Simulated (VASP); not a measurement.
**Ga3BiO4: band structure with PBE**

The system is Ga3BiO4.

```
Ga Bi O
1.0
    -2.17213    2.17213    6.39331
     2.17213   -2.17213    6.39331
     2.17213    2.17213   -6.39331
Ga Bi O
3 1 4
Direct
  0.25000 0.75000 0.50000
  0.75000 0.25000 0.50000
  0.00000 0.00000 0.00000
  0.50000 0.50000 0.00000
  0.09067 0.09067 0.51250
  0.42183 0.90933 0.00000
  0.57817 0.57817 0.48750
  0.90933 0.42183 0.00000
```

The cell was built by a generator and needn't be a form met in nature.

- Program: VASP 6.6.1
- Task: band structure
- Functional: PBE
- Potentials or basis: VASP PAW PBE potentials, release 64 (Ga_d, Bi_d, O)
- Cutoff: 520 eV
- k mesh: 7 × 7 × 7
- Occupations: gaussian, width 0.1 eV
- Spin: spin-orbit coupling, no magnetisation
- Further INCAR settings: ALGO = Fast; EDIFF = 1e-06; NBANDS = 96

```
Pressure                                              : 0.7 GPa
Largest force                                         : 0.076 eV/Å
Valence electrons inside the program's atomic spheres : Ga 11.80, 11.40; Bi 12.61; O 5.00
```

Forces in eV/Å, atoms in the order of the input:
```
Ga   0.000  0.000  0.000
Ga   0.000  0.000  0.000
Ga   0.000  0.000  0.000
Bi   0.000  0.000  0.000
O   -0.046 -0.046 -0.040
O    0.046 -0.046  0.040
O    0.046  0.046 -0.040
O   -0.046  0.046  0.040
```

Stress tensor (GPa, compression positive):
```
0.80 0.00 0.00
0.00 0.80 0.00
0.00 0.00 0.65
```

Run time: 45 min on 8 MPI ranks on Intel(R) Xeon(R) Platinum 8259CL CPU @ 2.50GHz (Skylake/Cascade Lake), with other jobs on the host, peak memory 2 GiB a rank.
